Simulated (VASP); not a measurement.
Energy against volume of CoAl (CsCl type). Level of theory: revTPSS meta-GGA, VASP's PBE PAW potentials (set 64) (plane waves; VASP 6.6.1). Numerical set-up: 520 eV cut-off, 13×13×13 Γ-centred mesh, first-order Methfessel-Paxton smearing of 0.10 eV, potentials Al Co.

```tsv
V (Å³/atom)	E (eV/atom)
10.894	-5.23148
11.230	-5.23817
11.567	-5.23239
11.904	-5.21597
```

Question: Fit these four points and predict the energy of the run at 10.557 Å³/atom.

Answer: A cubic in V^(−2/3), the third-order Birch-Murnaghan form, passes through the four points with V0 = 11.23 Å³/atom and B0 = 197 GPa, and gives -5.2100 eV/atom there. The run gave -5.2102 eV/atom, -0.1 meV/atom from the fit; all five points give B0 = 197 GPa.

The compound is CoAl in the CsCl type structure. It was relaxed first. The run is not spin-polarised, so no magnetic state was tried.
